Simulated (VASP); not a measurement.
Given:

```
CELL_PARAMETERS angstrom
     -1.51500     1.51500     1.51500
      1.51500    -1.51500     1.51500
      1.51500     1.51500    -1.51500
ATOMIC_POSITIONS crystal
  V  0.00000 0.00000 0.00000
```

Calculation: PBE GGA, VASP's PBE PAW potentials (set 64) (plane waves; VASP). Run with PREC = Single, 400 eV cut-off, 15×15×15 Γ-centred mesh, first-order Methfessel-Paxton smearing of 0.10 eV, potentials V_sv.

Task: Predict the energy per atom (σ→0), pressure, band gap (on the k-mesh) with the smallest direct gap where there is one.

Result: 
The band gap (on the k-mesh) comes out as none (metal, semimetal or under 0.01 eV). The energy per atom (σ→0) is -8.986 eV/atom and the pressure comes out as -7.23 GPa.

The absolute energy has meaning only against runs of the same code, potentials and settings.

The compound is V in the bcc structure. The cell was not relaxed at this level. The run is one of a series of settings (PREC = Single against the base run), some of them coarse on purpose. The run is not spin-polarised, so no magnetic state was tried.
